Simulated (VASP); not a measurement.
Data:

```xyz
3
Lattice="0.0000 3.1000 3.1000 3.1000 0.0000 3.1000 3.1000 3.1000 0.0000" Properties=species:S:1:pos:R:3 pbc="T T T"
Ba     0.0000     0.0000     0.0000
F      1.5500     1.5500     1.5500
F      4.6500     4.6500     4.6500
```

Calculation: PBE GGA, VASP's PBE PAW potentials (set 64) (plane waves; VASP). Run with 400 eV cut-off, 6×6×6 Γ-centred mesh, Fermi-Dirac smearing of 0.010 eV, potentials Ba_sv F.

At this cut-off the stress carries a Pulay error, which pulls relaxed volumes low.

### Question
Give the stress tensor in GPa (positive for a compressed cell).

### Answer

```
-3.67   0.00   0.00
 0.00  -3.67   0.00
 0.00   0.00  -3.67
```
The pressure is its mean diagonal, -3.67 GPa.

The structure is a typed BaF2 crystal (Fm-3m). The cell was not relaxed at this level.
